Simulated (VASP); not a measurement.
**CoSi: phonons with PBE**

The system is CoSi.

```xyz
8
Lattice="4.4299 0.0000 0.0000 0.0000 4.4299 0.0000 0.0000 0.0000 4.4299" Properties=species:S:1:pos:R:3 pbc="T T T"
Co    0.6426    0.6426    0.6426
Co    2.8575    1.5724    3.7874
Co    3.7874    2.8575    1.5724
Co    1.5724    3.7874    2.8575
Si    3.7355    3.7355    3.7355
Si    1.5205    2.9094    0.6944
Si    0.6944    1.5205    2.9094
Si    2.9094    0.6944    1.5205
```

The cell was built by a generator and needn't be a form met in nature.

| Item | Value |
| --- | --- |
| Program | VASP 6.6.1 |
| Task | phonons |
| Functional | PBE |
| Potentials or basis | VASP PAW PBE potentials, release 64 (Co, Si) |
| Cutoff | 520 eV |
| k mesh | 8 × 8 × 8 |
| Occupations | gaussian, width 0.1 eV |
| Spin | no spin polarisation |
| By perturbation theory | no |
| Further INCAR settings | ALGO = Normal; EDIFF = 1e-08; IBRION = 6; POTIM = 0.015; NSW = 1 |

- Highest phonon frequency at Γ, LO-TO splitting left out: 423 cm⁻¹

Phonon frequencies in cm⁻¹ (negative: imaginary):
| q point | frequencies |
| --- | --- |
| (0.000, 0.000, 0.000) | 0 0 0 187 210 210 227 227 227 246 246 246 310 310 310 313 313 350 350 350 363 423 423 423 |

Wall time 14 min on 4 MPI ranks on Intel(R) Xeon(R) Platinum 8559C (Emerald Rapids), with other jobs on the host, peak memory 0.94 GiB a rank.

Spin polarisation is off, so any magnetic state and its effect on volume and gap are missing.
